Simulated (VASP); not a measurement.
# Ag: Ag into a neighbouring Ag vacancy, part 2 of 4

Aim: the barrier for one hop in Ag: Ag into a neighbouring Ag vacancy.

VASP 6.6.1; PBEsol; plane waves and PAW (Ag).

So far. Step 2 (Relax the host): The run ended after 3 ionic steps, 0.008 eV below its first step, once forces and stress met EDIFFG = -0.02.

### 3. Relax the start

System of this step: Ag. The cell holds 31 atoms: 31 Ag. Cell: a = 8.082 Å, b = 8.082 Å, c = 8.082 Å, α = 90.0°, β = 90.0°, γ = 90.0°. It derives from Ag. Nearest the centre at fractional (0.625, 0.125, 0.000): Ag1 at 1.45 Å, Ag2 at 2.46 Å, Ag12 at 2.48 Å, Ag8 at 2.50 Å, Ag23 at 2.51 Å, Ag3 at 3.18 Å, Ag4 at 3.19 Å, Ag5 at 3.20 Å.

A path needs two true minima; the start is relaxed with symmetry off.

INCAR reads:

```
SYSTEM = Ag
PREC = Normal
ENCUT = 280
EDIFF = 1E-05
NELM = 120
ISMEAR = 1
SIGMA = 0.15
LREAL = Auto
ALGO = Fast
GGA = PS
NBANDS = 198
LASPH = .TRUE.
LORBIT = 11
LWAVE = .FALSE.
LCHARG = .FALSE.
KPAR = 6
IBRION = 2
NSW = 60
ISIF = 2
EDIFFG = -0.05
POTIM = 0.4
MAXMIX = 40
ISYM = 0
```

POSCAR reads:

```
Ag
1.0
    8.0821366520      0.0000000000      0.0000000000
    0.0000000000      8.0821366520      0.0000000000
    0.0000000000      0.0000000000      8.0821366520
Ag
31
Direct
    0.7508551803      0.2520331706      0.0008176973
    0.7467752160      0.0022403874      0.2511045955
   -0.0013287408      0.0014380309      0.0009021684
    0.2507278583      0.2500703335      0.0013528922
    0.4981775758      0.4995968642     -0.0011930491
    0.7514819007      0.7500982961     -0.0007237115
    0.2480650947     -0.0006364462      0.2500201486
    0.4993179949      0.2532022815      0.2524912331
    0.7432909759      0.4953254608      0.2495675102
    0.4989552505      0.0005286795      0.5005377834
    0.7552407893      0.2472482010      0.4990655812
    0.7550550286      0.0016003268      0.7516408121
   -0.0012719566      0.4959216845      0.0004144071
    0.2502697655      0.7469628030     -0.0016907080
   -0.0001782788      0.2476621241      0.2497568218
    0.2502362816      0.5000880615      0.2487471341
    0.5014692849      0.7522052756      0.2507939690
   -0.0020247869      0.0018105417      0.4987591400
    0.2521755648      0.2473477622      0.5022629343
    0.4999503511      0.4969098545      0.4992232265
    0.7501338811      0.7506750476      0.4975694840
    0.2472597022      0.0004938905      0.7488449846
    0.5005827806      0.2518795018      0.7459199221
    0.7506295071      0.5030305030      0.7492637421
   -0.0020064362      0.7518614974      0.2506271770
    0.0022169461      0.4991457316      0.4963331026
    0.2497277681      0.7488967567      0.5019186110
    0.0004791625      0.2459643117      0.7470424576
    0.2521870183      0.5016821419      0.7484156582
    0.4999974047      0.7511026133      0.7511591102
    0.0021683429      0.7506346976      0.7497653384
```

KPOINTS reads:

```
Automatic mesh
0
Monkhorst-Pack
2 2 2
0 0 0
```

Potentials, in the order of the species: Ag (PBE family, release 64).

The run is started by

```console
$ mpirun -np 6 vasp_std
```

What it wrote:

```text
[banner, memory and clock lines left out]
running    6 mpi-ranks, on    1 nodes
 distrk:  each k-point on    1 cores,    6 groups
 distr:  one band on    1 cores,    1 groups

 POSCAR found type information on POSCAR Ag
 POSCAR found :  1 types and      31 ions
 [... a notice as in an earlier step ...]

 [... a notice as in an earlier step ...]

 LDA part: xc-table for (Slater+PW92), standard interpolation
 POSCAR, INCAR and KPOINTS ok, starting setup
 FFT: planning ... GRIDC
 FFT: planning ... GRID_SOFT
 FFT: planning ... GRID
 WAVECAR not read
 entering main loop
       N       E                     dE             d eps       ncg     rms          rms(c)
DAV:   1     0.176291217838E+04    0.17629E+04   -0.12171E+05  1584   0.106E+03
DAV:   2    -0.438442616411E+02   -0.18068E+04   -0.17243E+04  1640   0.299E+02
DAV:   3    -0.109917501842E+03   -0.66073E+02   -0.64630E+02  1664   0.585E+01
DAV:   4    -0.110576225067E+03   -0.65872E+00   -0.65728E+00  1690   0.567E+00
DAV:   5    -0.110583151279E+03   -0.69262E-02   -0.69234E-02  1682   0.589E-01    0.329E+01
RMM:   6    -0.100682038418E+03    0.99011E+01   -0.34915E+01  1584   0.159E+01    0.201E+01
RMM:   7    -0.100420364251E+03    0.26167E+00   -0.20321E+00  1584   0.261E+00    0.109E+01
RMM:   8    -0.100321333209E+03    0.99031E-01   -0.23186E-01  1584   0.138E+00    0.133E+00
RMM:   9    -0.100315631280E+03    0.57019E-02   -0.34283E-02  1587   0.454E-01    0.183E-01
RMM:  10    -0.100315996930E+03   -0.36565E-03   -0.52807E-03  1586   0.125E-01    0.114E-01
RMM:  11    -0.100316055156E+03   -0.58225E-04   -0.85086E-04  1585   0.801E-02    0.585E-02
RMM:  12    -0.100316046062E+03    0.90932E-05   -0.14016E-04  1594   0.284E-02    0.131E-02
RMM:  13    -0.100316043073E+03    0.29894E-05   -0.43609E-05  1105   0.148E-02
   1 F= -.10031604E+03 E0= -.10031225E+03  d E =-.100316E+03
 curvature:   0.00 expect dE= 0.000E+00 dE for cont linesearch  0.000E+00
 trial: gam= 0.00000 g(F)=  0.442E-01 g(S)=  0.000E+00 ort = 0.000E+00 (trialstep = 0.100E+01)
 search vector abs. value=  0.442E-01
 bond charge predicted
       N       E                     dE             d eps       ncg     rms          rms(c)
DAV:   1    -0.100349119229E+03   -0.33073E-01   -0.11744E+01  1620   0.704E+00    0.239E-01
RMM:   2    -0.100353623252E+03   -0.45040E-02   -0.46823E-02  1584   0.691E-01    0.149E-01
RMM:   3    -0.100353757518E+03   -0.13427E-03   -0.40922E-03  1586   0.194E-01    0.919E-02
RMM:   4    -0.100353680928E+03    0.76590E-04   -0.56887E-04  1584   0.638E-02    0.293E-02
RMM:   5    -0.100353679628E+03    0.13002E-05   -0.11310E-04  1584   0.288E-02    0.161E-02
RMM:   6    -0.100353684957E+03   -0.53289E-05   -0.23974E-05   895   0.116E-02
   2 F= -.10035368E+03 E0= -.10034946E+03  d E =-.376419E-01
[...]
3 F= -.10038929E+03 E0= -.10038423E+03  d E =-.732437E-01
[...]
4 F= -.10039185E+03 E0= -.10038654E+03  d E =-.758046E-01
[...]
5 F= -.10039193E+03 E0= -.10038659E+03  d E =-.758884E-01
[...]
6 F= -.10039610E+03 E0= -.10039056E+03  d E =-.416636E-02
 trial-energy change:   -0.004166  1 .order   -0.004003   -0.005052   -0.002954
 step:   2.6217(harm=  3.5656)  dis= 0.00726  next Energy=  -100.397311 (dE=-0.538E-02)
 bond charge predicted
       N       E                     dE             d eps       ncg     rms          rms(c)
DAV:   1    -0.100397505367E+03   -0.14086E-02   -0.12612E+00  1608   0.231E+00    0.577E-02
RMM:   2    -0.100397926529E+03   -0.42116E-03   -0.42409E-03  1584   0.219E-01    0.140E-02
RMM:   3    -0.100397969054E+03   -0.42525E-04   -0.46128E-04  1584   0.640E-02    0.413E-03
RMM:   4    -0.100397977010E+03   -0.79554E-05   -0.75519E-05  1524   0.225E-02
   7 F= -.10039798E+03 E0= -.10039228E+03  d E =-.604549E-02
 curvature:  -1.52 expect dE=-0.961E-03 dE for cont linesearch -0.305E-03
 trial: gam=-0.05303 g(F)=  0.632E-03 g(S)=  0.000E+00 ort = 0.857E-03 (trialstep = 0.171E+01)
 search vector abs. value=  0.552E-03
 reached required accuracy - stopping structural energy minimisation
```

It took 2.6 min on 6 MPI ranks of AMD EPYC 7R43, shared host; peak memory 1.6 GiB.

OUTCAR, selected parts (step 3):

```text
 Found      4 irreducible k-points:

   k-points           NKPTS =      4   k-points in BZ     NKDIM =      4   number of bands    NBANDS=    198

   dimension x,y,z NGX =    36 NGY =   36 NGZ =   36
   dimension x,y,z NGXF=    72 NGYF=   72 NGZF=   72

   ENCUT  =  280.0 eV  20.58 Ry    4.54 a.u.  11.03 11.03 11.03*2*pi/ulx,y,z

   NELECT =     341.0000    total number of electrons

 E-fermi :   8.2039

 k-point     1 :       0.2500    0.2500    0.2500
  band No.  band energies     occupation
    ...
    167       7.9515      2.03859
    168       7.9528      2.03941
    169       8.0667      2.02770
    170       8.1612      1.46108
    171       8.1618      1.45508
    172       8.3407     -0.02681
    173       8.5907     -0.00162
    174       8.7031     -0.00003
    175       8.7060     -0.00002
    176       9.7887     -0.00000
    ...

 k-point     2 :      -0.2500    0.2500    0.2500
  band No.  band energies     occupation
    ...
    167       7.9517      2.03873
    168       7.9532      2.03965
    169       8.0676      2.02576
    170       8.1605      1.46744
    171       8.1616      1.45664
    172       8.3394     -0.02392
    173       8.5907     -0.00162
    174       8.7039     -0.00003
    175       8.7053     -0.00002
    176       9.7882     -0.00000
    ...

  Total        4.3672056      4.3819350      4.3508868     -0.0066026     -0.0045393     -0.0089175
  in kB       13.2536549     13.2983557     13.2041303     -0.0200377     -0.0137759     -0.0270631
  external PRESSURE =      13.2520469 kB  Pullay stress =       0.0000000 kB

  energy-cutoff  :      280.00
  volume of cell :      527.93
      direct lattice vectors                 reciprocal lattice vectors
     8.082136652  0.000000000  0.000000000     0.123729658  0.000000000  0.000000000
     0.000000000  8.082136652  0.000000000     0.000000000  0.123729658  0.000000000
     0.000000000  0.000000000  8.082136652     0.000000000  0.000000000  0.123729658

 POSITION                                       TOTAL-FORCE (eV/Angst)
 -----------------------------------------------------------------------------------
      6.05003      2.01799      8.07618        -0.002471     -0.010864      0.013652
      6.03910      0.00809      2.00578         0.029018     -0.022306      0.000895
      8.08102      0.00229      0.00410         0.003095     -0.014093     -0.016197
      2.03444      2.01034      8.07761        -0.001528      0.001340      0.009159
      4.03914      4.04346      8.07367         0.007997     -0.015364      0.018797
      6.05859      6.06365      0.00140        -0.009812      0.016524     -0.013780
      2.02807      8.07500      2.01182        -0.001077      0.009612     -0.008823
      4.03024      2.01184      2.01992         0.033191      0.013282     -0.026769
      6.03926      4.03555      2.00656         0.015018     -0.001926      0.006444
      4.04269      8.08184      4.04665        -0.000346     -0.006756     -0.019731
      6.05964      2.00823      4.04159        -0.019493      0.003868     -0.013751
      6.06497      8.08162      6.07182        -0.023028     -0.002106     -0.008780
      8.07992      4.03271      0.00015         0.014137      0.016792     -0.007295
      2.02113      6.06196      8.08028         0.008657      0.019846     -0.001044
      0.00311      2.00598      2.00598        -0.006625      0.001554      0.003872
      2.03288      4.04479      2.00611        -0.000678     -0.020109      0.000167
      4.03879      6.07116      2.01033         0.012145     -0.000174     -0.003920
      8.08137      8.07319      4.03310         0.005432      0.032367      0.010702
      2.03129      2.00457      4.04057        -0.009118      0.007618      0.002350
      4.04102      4.04416      4.04246         0.007101     -0.012680     -0.012524
      6.05229      6.07293      4.03684        -0.016780      0.006573     -0.001305
      2.02471      8.08027      6.07173         0.014065      0.002716     -0.009260
      4.05036      2.01550      6.06051        -0.027799     -0.012990      0.019245
      6.05800      4.04812      6.06427        -0.016322     -0.023637      0.011450
      8.07095      6.06946      2.00533         0.028611      0.013078      0.002373
      0.00404      4.03976      4.02683        -0.006076     -0.001628      0.028407
      2.03321      6.07088      4.03979        -0.005090      0.010698      0.002455
      0.00552      2.01146      6.06977        -0.010678     -0.009245     -0.005135
      2.03355      4.03948      6.06761        -0.007452      0.003377      0.006960
      4.04616      6.07702      6.07080        -0.013092     -0.009059      0.004317
      0.00262      6.06891      6.06952        -0.001003      0.003695      0.007068
 -----------------------------------------------------------------------------------
    total drift:                                0.002724     -0.004079      0.003147

  FREE ENERGIE OF THE ION-ELECTRON SYSTEM (eV)
  ---------------------------------------------------
  free  energy   TOTEN  =      -100.3979770097 eV

  energy  without entropy=     -100.3808978988  energy(sigma->0) =     -100.39228397

 total charge
# of ion       s       p       d       tot
------------------------------------------
    1        0.442   0.287   9.148   9.877
    2        0.442   0.286   9.149   9.876
    3        0.448   0.322   9.124   9.894
    4        0.442   0.286   9.148   9.876
    5        0.448   0.322   9.124   9.894
    6        0.443   0.287   9.148   9.879
    7        0.442   0.287   9.148   9.878
    8        0.443   0.287   9.148   9.878
    9        0.431   0.315   9.139   9.885
   10        0.448   0.322   9.124   9.894
   11        0.431   0.314   9.139   9.885
   12        0.442   0.287   9.148   9.877
   13        0.439   0.318   9.131   9.888
   14        0.442   0.287   9.148   9.878
   15        0.431   0.315   9.139   9.885
   16        0.432   0.315   9.139   9.885
   17        0.442   0.287   9.148   9.877
   18        0.439   0.318   9.131   9.887
   19        0.431   0.315   9.139   9.885
   20        0.439   0.318   9.131   9.888
   21        0.431   0.315   9.139   9.885
   22        0.442   0.286   9.148   9.877
   23        0.442   0.287   9.148   9.878
   24        0.432   0.315   9.139   9.885
   25        0.432   0.315   9.139   9.886
   26        0.392   0.317   9.154   9.863
   27        0.431   0.315   9.139   9.885
   28        0.431   0.315   9.139   9.885
   29        0.431   0.315   9.139   9.885
   30        0.442   0.286   9.149   9.876
   31        0.431   0.315   9.139   9.885
--------------------------------------------------
tot         13.536   9.455 283.364 306.356

[... 1 part as in an earlier step ...]

[... 5 further parts left out ...]
```

The steps of the relaxation:

| step | energy less that of the first step (eV) | largest force (eV/Å) |
| --- | --- | --- |
| 1 | 0.0000 | 0.3108 |
| 2 | -0.0376 | 0.2228 |
| 3 | -0.0732 | 0.0893 |
| 4 | -0.0758 | 0.0885 |
| 5 | -0.0759 | 0.0919 |
| 6 | -0.0801 | 0.0593 |
| 7 | -0.0819 | 0.0447 |

The atoms that moved most (Å):

| atom | dx | dy | dz | length |
| --- | --- | --- | --- | --- |
| Ag9 | 0.032 | 0.032 | -0.010 | 0.047 |
| Ag11 | -0.044 | 0.010 | 0.008 | 0.046 |
| Ag8 | -0.005 | -0.035 | -0.021 | 0.041 |
| Ag12 | -0.037 | -0.013 | -0.003 | 0.040 |
| Ag28 | 0.002 | 0.024 | 0.032 | 0.040 |
| Ag23 | 0.005 | -0.020 | 0.032 | 0.038 |
| Ag22 | 0.026 | -0.006 | 0.019 | 0.033 |
| Ag1 | -0.018 | -0.019 | -0.013 | 0.029 |

Final coordinates:

```
Ag
1.0
     8.08214    0.00000    0.00000
     0.00000    8.08214    0.00000
     0.00000    0.00000    8.08214
Ag
31
Direct
  0.74857 0.24969 0.99926
  0.74722 0.00100 0.24817
  0.99986 0.00028 0.00051
  0.25172 0.24874 0.99944
  0.49976 0.50030 0.99895
  0.74963 0.75025 0.00017
  0.25093 0.99912 0.24892
  0.49866 0.24892 0.24992
  0.74724 0.49932 0.24827
  0.50020 0.99996 0.50069
  0.74976 0.24848 0.50006
  0.75042 0.99994 0.75126
  0.99973 0.49897 0.00002
  0.25007 0.75004 0.99977
  0.00038 0.24820 0.24820
  0.25153 0.50046 0.24822
  0.49972 0.75118 0.24874
  0.99991 0.99889 0.49901
  0.25133 0.24802 0.49994
  0.49999 0.50038 0.50017
  0.74885 0.75140 0.49948
  0.25052 0.99977 0.75125
  0.50115 0.24938 0.74987
  0.74955 0.50087 0.75033
  0.99862 0.75097 0.24812
  0.00050 0.49984 0.49824
  0.25157 0.75115 0.49984
  0.00068 0.24888 0.75101
  0.25161 0.49980 0.75074
  0.50063 0.75191 0.75114
  0.00032 0.75090 0.75098
```

This step gave:

```
electronic cycles       : 42
electrons               : 341
free energy (TOTEN)     : -100.3980 eV
energy at zero smearing : -100.3923 eV
Fermi energy            : 8.204 eV
```

The run ended after 7 ionic steps, 0.082 eV below its first step, once the forces on the free atoms met EDIFFG = -0.05.

[end of part 2 of 4]

[Lines on the potential files, build, host, timing and source positions are cut from VASP's logs without a mark.]

[Logs are printed without paths, hosts, clocks, repeated set-up lines and the standing remarks that a program may print on its own settings, such as how far it seeks lower states.]

[Hosts, paths, dates, database ids (printed as entryN), source tags and the programs' standing remarks are cut or masked in the printed files.]

[Runs that stopped without an error message from VASP are left out.]
